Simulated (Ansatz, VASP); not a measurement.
## One calculation of HfMg3, two programs

```
CELL_PARAMETERS angstrom
4.37346 0.00000 0.00000
0.00000 4.37346 0.00000
0.00000 0.00000 4.37346
ATOMIC_POSITIONS crystal
Hf 0.00000 0.00000 0.00000
Mg 0.00000 0.50000 0.50000
Mg 0.50000 0.00000 0.50000
Mg 0.50000 0.50000 0.00000
```

Change from the starting cell: volume scaled by 0.96.

Alike in both runs: task single point; functional PBE; k mesh 6 × 6 × 6; occupations fermi-dirac, width 0.05 eV; no spin polarisation.

|  | VASP | Ansatz |
| --- | --- | --- |
| version | VASP 6.6.1 | Ansatz 0.2.0 |
| potentials or method | VASP PAW PBE potentials, release 64 (Hf_pv, Mg) | Ansatz PAW |
| plane-wave cutoff (eV) | 520 | 420 |
| valence electrons in the cell | 16 | 56 |

```csv
,VASP,Ansatz,Ansatz less VASP
gap on the k mesh at the Fermi level (eV),none,none,-
pressure (GPa),2.5,2.6,+0.10
```

A gap of «none» marks a metal or a gap that the smearing closes. The two sets of potentials don't hold the same shells in valence.

Spin-orbit coupling is left out, which matters for the levels of Hf.
